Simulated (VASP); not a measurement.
Output of a VASP run:

**OSZICAR**
```
       N       E                     dE             d eps       ncg     rms          rms(c)
DAV:   1    -0.178087873558E+01   -0.17809E+01   -0.84022E+02  1515   0.325E+02
DAV:   2    -0.410334891330E+01   -0.23225E+01   -0.19922E+01  1890   0.306E+01
DAV:   3    -0.412231512583E+01   -0.18966E-01   -0.18964E-01  1905   0.346E+00
DAV:   4    -0.412236884299E+01   -0.53717E-04   -0.53718E-04  1995   0.178E-01
DAV:   5    -0.412236917368E+01   -0.33069E-06   -0.33033E-06  1900   0.112E-02    0.149E+00
DAV:   6    -0.410485085796E+01    0.17518E-01   -0.19247E-03  1760   0.294E-01    0.844E-01
DAV:   7    -0.409301046194E+01    0.11840E-01   -0.53238E-03  1675   0.471E-01    0.180E-01
DAV:   8    -0.409299469408E+01    0.15768E-04   -0.31262E-05  1935   0.581E-02    0.156E-02
DAV:   9    -0.409299403146E+01    0.66262E-06   -0.43860E-07  1820   0.503E-03    0.141E-03
DAV:  10    -0.409299382182E+01    0.20964E-06   -0.42632E-09  1380   0.683E-04    0.147E-03
DAV:  11    -0.409299379455E+01    0.27271E-07   -0.25444E-10   920   0.144E-04
   1 F= -.40929938E+01 E0= -.40930942E+01  d E =0.301167E-03
```

File OUTCAR:
```
------------------------ aborting loop because EDIFF is reached ----------------------------------------
  FORCE on cell =-STRESS in cart. coord.  units (eV):
  Direction    XX          YY          ZZ          XY          YZ          ZX
  --------------------------------------------------------------------------------------
  Total        0.2936439      0.2936439      0.2936439      0.0000000      0.0000000      0.0000000
  in kB       30.0435913     30.0435913     30.0435913      0.0000000      0.0000000      0.0000000
  external PRESSURE =      30.0435913 kB  Pullay stress =       0.0000000 kB
  volume of cell :       15.66
      direct lattice vectors                 reciprocal lattice vectors
     0.000000000  1.985713396  1.985713396    -0.251798674  0.251798674  0.251798674
     1.985713396  0.000000000  1.985713396     0.251798674 -0.251798674  0.251798674
     1.985713396  1.985713396  0.000000000     0.251798674  0.251798674 -0.251798674
 POSITION                                       TOTAL-FORCE (eV/Angst)
 -----------------------------------------------------------------------------------
      0.00000      0.00000      0.00000         0.000000      0.000000      0.000000
 -----------------------------------------------------------------------------------
    total drift:                               -0.000000      0.000000      0.000000
  FREE ENERGIE OF THE ION-ELECTRON SYSTEM (eV)
  ---------------------------------------------------
  free  energy   TOTEN  =        -4.0929937945 eV

  energy  without entropy=       -4.0932949619  energy(sigma->0) =       -4.09309418
```
(Selected blocks of OUTCAR.)

**POSCAR**
```
Al
1
    0.0000000000     1.9857133957     1.9857133957
    1.9857133957     0.0000000000     1.9857133957
    1.9857133957     1.9857133957     0.0000000000
Al
1
Direct
  0.0000000000   0.0000000000   0.0000000000
```

**Question.** Reconstruct the remaining input files.

**Answer.** This is not unique; one that fits is the input of the run itself, PBEsol GGA, plane waves, VASP's PBE PAW potentials (set 64).

### KPOINTS
```
Automatic
0
Gamma
 16 16 16
0 0 0
```

### INCAR
```
# general
SYSTEM  =  Al
PREC    =  Accurate
ENCUT   =  520
LREAL   =  F
LASPH   =  T

# electronic loop
EDIFF   =  1E-7
NELM    =  100
ALGO    =  Normal

# smearing
ISMEAR  =  1
SIGMA   =  0.1

# functional
GGA     =  PS

# ions
ISIF    =  2

# output
LWAVE   =  F
LCHARG  =  F
```

POTCAR, in this order: Al (PBE.64 set). Program: vasp_std.

The compound is Al in the fcc structure. This cell is one point of a volume scan, at 0.97 of the reference volume.
